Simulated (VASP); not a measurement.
These are vdW-DF2, VASP's PBE PAW potentials (set 64) (plane waves; VASP) values and carry that method's errors.

Input for VASP

### INCAR
```
SYSTEM = BAs
PREC = Accurate
ENCUT = 520
EDIFF = 1E-7
NELM = 100
ALGO = Normal
LREAL = .FALSE.
LASPH = .TRUE.
ISMEAR = 0
SIGMA = 0.05
GGA = ML
ZAB_VDW = -1.8867
LUSE_VDW = .TRUE.
AGGAC = 0.0
LMAXMIX = 4
LWAVE = .FALSE.
LCHARG = .FALSE.
ISIF = 2
```

POSCAR:
```
BAs
1.0
  0.0000000000   2.4277472011   2.4277472011
  2.4277472011   0.0000000000   2.4277472011
  2.4277472011   2.4277472011   0.0000000000
B As
1 1
Direct
  0.0000000000   0.0000000000   0.0000000000
  0.2500000000   0.2500000000   0.2500000000
```

### KPOINTS
```
Automatic mesh
0
Gamma
9 9 9
0 0 0
```

POTCAR, in this order: B As (PBE.64 set). Program: vasp_std.

Q: What does the run give for the energy per atom (σ→0), pressure?

A: 
```yaml
energy per atom (σ→0): -4.048 eV/atom
pressure: 3.67 GPa
```

**OSZICAR**
```
...
DAV:   7    -0.810588791132E+01    0.70683E-01   -0.21218E-01   800   0.337E+00    0.957E-01
DAV:   8    -0.809479702908E+01    0.11091E-01   -0.66187E-02   744   0.193E+00    0.145E-01
DAV:   9    -0.809514684825E+01   -0.34982E-03   -0.78024E-04   616   0.305E-01    0.939E-02
DAV:  10    -0.809533393399E+01   -0.18709E-03   -0.49820E-04   592   0.278E-01    0.236E-02
DAV:  11    -0.809533949056E+01   -0.55566E-05   -0.73969E-06   856   0.331E-02    0.182E-02
DAV:  12    -0.809533942897E+01    0.61586E-07   -0.56074E-06   600   0.227E-02    0.288E-03
DAV:  13    -0.809533938891E+01    0.40065E-07   -0.36674E-07   768   0.449E-03
   1 F= -.80953394E+01 E0= -.80953394E+01  d E =-.589077E-15
```

The compound is BAs in the zinc blende structure. This cell is one point of a volume scan, at 0.97 of the reference volume.
